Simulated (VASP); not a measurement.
Input:

```
CELL_PARAMETERS angstrom
      4.13805     0.00000     0.00000
      0.00000     4.09999     0.00000
      0.00000     0.00000     4.18039
ATOMIC_POSITIONS crystal
  Sc 0.00000 0.00000 0.00000
  Al 0.00000 0.50000 0.50000
  Al 0.50000 0.00000 0.50000
  Al 0.52063 0.50000 0.00000
```
Cell charge -0.5.

Method: PBE GGA, VASP's PBE PAW potentials (set 64) (plane waves; VASP). Numerical set-up: NELECT = 20.5, 400 eV cut-off, 7×7×7 Γ-centred mesh, Gaussian smearing of 0.050 eV, potentials Sc_sv Al.

The cell is charged, with a uniform compensating background.

**Question.** Give the force on each atom (eV/Å).

**Answer.** 
```
atom      Fx     Fy     Fz
----  ------  -----  -----
Sc1    0.349  0.000  0.000
Al2    0.127  0.000  0.000
Al3    0.015  0.000  0.000
Al4   -0.491  0.000  0.000
```

**Question.** Give the stress tensor in GPa (positive for a compressed cell).

**Answer.** 
```
8.62  0.00  0.00
0.00  9.63  0.00
0.00  0.00  7.32
```
The pressure is its mean diagonal, 8.53 GPa.

The compound is Al3Sc in the L1_2 structure. The cell was not relaxed at this level, atoms are displaced from their ideal sites. The run is one of a series of settings (ISMEAR = 0, NELECT = 20.5, SIGMA = 0.05 against the base run), some of them coarse on purpose.
